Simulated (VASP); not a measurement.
**SrN$_{2}$ (space group I4/mmm): computed properties**

These are PBEsol GGA, VASP's PBE PAW potentials (set 64) (plane waves; VASP) values and carry that method's errors.

```
Quantity                                                                                                Value
----------------------------------  -------------------------------------------------------------------------
space group                                                                                      I4/mmm (139)
cell                                a = 3.776 Å, b = 3.776 Å, c = 6.233 Å, α = 90.00°, β = 90.00°, γ = 90.00°
volume per atom                                                                                 14.81 Å³/atom
band gap (over mesh and band path)                                   none (metal, semimetal or under 0.01 eV)
band gap with spin-orbit coupling                                                             none (metallic)
density                                                                                            4.32 g/cm³
```

```xyz
3
Lattice="-1.8881 1.8881 3.1167 1.8881 -1.8881 3.1167 1.8881 1.8881 -3.1167" Properties=species:S:1:pos:R:3 pbc="T T T"
Sr     0.0000     0.0000     0.0000
N      0.0000     0.0000     3.7413
N      0.0000     0.0000     2.4921
```

The structure comes from a computed database's SrN2 entry (I4/mmm); how it stands against other phases isn't given here. It was relaxed first. Symmetry was kept, so distortions that lower it aren't found.
